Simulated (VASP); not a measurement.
Input:

```xyz
2
Lattice="-2.9135 3.0301 1.6433 2.9135 -3.0301 1.6433 2.9135 3.0301 -1.6433" Properties=species:S:1:pos:R:3 pbc="T T T"
Sn     2.9135     0.0000     0.8216
Sn     0.0000     0.0000     0.0000
```

Computed with PBEsol GGA, VASP's PBE PAW potentials (set 64) (plane waves; VASP). Run with 480 eV cut-off, 12×12×12 Γ-centred mesh, first-order Methfessel-Paxton smearing of 0.10 eV, potentials Sn_d.

Unless said otherwise, spin-orbit coupling is left out, though it shifts the bands of the heavy elements here.

Predict the energy per atom (σ→0), pressure, largest force, band gap (on the k-mesh) with the smallest direct gap where there is one.

The band gap (on the k-mesh) is none (metal, semimetal or under 0.01 eV), the energy per atom (σ→0) is -4.229 eV/atom and the pressure is -3.51 GPa. The largest force is 0.00222 Ha/bohr.

Total energies compare only between runs with the same potentials, cut-off and functional.

The compound is Sn in the beta structure. This cell was strained or had an atom moved on purpose.
